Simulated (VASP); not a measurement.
Here is the system:

```
CELL_PARAMETERS angstrom
      2.07759    -3.59849     0.00000
      2.07759     3.59849     0.00000
      0.00000     0.00000     5.23625
ATOMIC_POSITIONS crystal
  Se 0.00000 0.24645 0.66667
  Se 0.75355 0.75355 0.00000
  Se 0.24645 0.00000 0.33333
```

Method: PBE GGA with D3 dispersion (Becke-Johnson damping), VASP's PBE PAW potentials (set 64) (plane waves; VASP). Run with 520 eV cut-off, 6×6×5 Γ-centred mesh, Gaussian smearing of 0.050 eV, potentials Se.

Question: The ions and cell shape at fixed volume are relaxed. Give the cell that the relaxation ends in.

Answer: 
```
CELL_PARAMETERS angstrom
      2.10384    -3.64396     0.00000
      2.10384     3.64396     0.00000
      0.00000     0.00000     5.10637
ATOMIC_POSITIONS crystal
  Se 0.00000 0.23793 0.66667
  Se 0.76207 0.76207 0.00000
  Se 0.23793 0.00000 0.33333
```
Space group P3_121 (152), at a tolerance of 0.03 Å.

Question: How much energy does the relaxation gain?

Answer: The energy (σ→0) changes by -10.9 meV/atom, in 6 ionic steps.

The compound is Se in the trig structure. This cell is one point of a volume scan, at 1.06 of the reference volume. Symmetry was kept, so distortions that lower it aren't found.
